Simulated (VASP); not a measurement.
Data:

```yaml
crystal:
  lattice:
    - [4.22197, 0.00000, 0.00000]
    - [0.00000, 5.67410, 0.00000]
    - [0.00000, 0.00000, 21.03260]
  atoms:
    - { symbol: Sn, position: [0.50857, 0.22284, 0.45759] }
    - { symbol: Sn, position: [0.99917, 0.77711, 0.38607] }
    - { symbol: Sn, position: [0.51335, 0.20876, 0.61413] }
    - { symbol: Sn, position: [0.02041, 0.76438, 0.53659] }
    - { symbol: O, position: [0.72030, 0.89005, 0.46783] }
    - { symbol: O, position: [0.24721, 0.12836, 0.37972] }
    - { symbol: O, position: [0.73756, 0.89972, 0.61401] }
    - { symbol: O, position: [0.25342, 0.10877, 0.54407] }
```

The numbers are results of LDA (Ceperley-Alder, Perdew-Zunger), VASP's LDA PAW potentials (set 64) (plane waves; VASP 6.6.1), not measurements. Run with 240 eV cut-off, 6×6×1 Γ-centred mesh, first-order Methfessel-Paxton smearing of 0.50 eV, potentials Sn_d O.

The cell holds a wide vacuum, so values per volume refer to the whole cell. Unless said otherwise, spin-orbit coupling is left out, though it shifts the bands of the heavy elements here.

### Question
Estimate the energy per atom (σ→0), largest force, band gap (on the k-mesh) with the smallest direct gap where there is one.

### Answer

```json
{
 "band gap (on the k-mesh)": "0.62 eV",
 "smallest direct gap (on the k-mesh)": "1.25 eV",
 "energy per atom (σ→0)": "-6.049 eV/atom",
 "largest_force": "3.224 eV/Å"
}
```

Only differences to runs with the same potentials and settings are physical.

The cell is a sheet with vacuum, built from a database entry that may be metastable or hypothetical.
